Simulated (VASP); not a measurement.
Here is a VASP 6.6.1 calculation.

The input INCAR:

```
SYSTEM = Be3Te2Se
  ALGO = Normal
  EDIFF = 1E-7
  EDIFFG = -0.005
  ENCUT = 520
  GGA = PE
  IBRION = 2
  ISIF = 3
  ISMEAR = 0
  KPAR = 8
  LASPH = .TRUE.
  LCHARG = .FALSE.
  LREAL = .FALSE.
  LWAVE = .FALSE.
  NELM = 120
  NSW = 60
  POTIM = 0.3
  PREC = Accurate
  SIGMA = 0.03
```

The input KPOINTS:

```
k-points
0
G
  4 4 4
  0 0 0
```

POSCAR

```
Be3Te2Se                                
1.0
    5.8244515239     -3.3589650659      0.0000000000
    5.8244515239      3.3589650659      0.0000000000
    0.0000000000      0.0000000000      6.4014700028
  Be              Te              Se            
     6     4     2
Direct
     0.1656503454163416    0.5213308899059756    0.1135033410922970
     0.4786691100940247    0.8343496545836584    0.1135033410922970
     0.8517062682135154    0.1482937317864847    0.1393881709548373
     0.8343496545836584    0.4786691100940247    0.6135033410922968
     0.5213308899059756    0.1656503454163416    0.6135033410922968
     0.1482937317864847    0.8517062682135154    0.6393881709548374
     0.8326991306542517    0.4956239950143518    0.9957300435342331
     0.5043760049856482    0.1673008693457483    0.9957300435342331
     0.4956239950143518    0.8326991306542517    0.4957300435342331
     0.1673008693457483    0.5043760049856482    0.4957300435342331
     0.1599508340619314    0.8400491659380684    0.9973013097920957
     0.8400491659380684    0.1599508340619314    0.4973013097920957
```

Potentials or basis: VASP PAW PBE potentials, release 64 (Be, Te, Se).

Launch:

```console
$ cat potpaw_PBE.64/Be/POTCAR potpaw_PBE.64/Te/POTCAR potpaw_PBE.64/Se/POTCAR > POTCAR
$ mpirun -np 8 vasp_std > vasp.out
```

(1) Predict the space group after relaxing (to 0.05 Å).

(2) What does it give for the band gap on the k mesh?

Answers

(1) Cmc2_1 (No. 36).

(2) 2.49 eV, indirect (least direct gap 2.61 eV).

Caveat: spin-orbit coupling is left out, which moves the levels of the heavy elements.
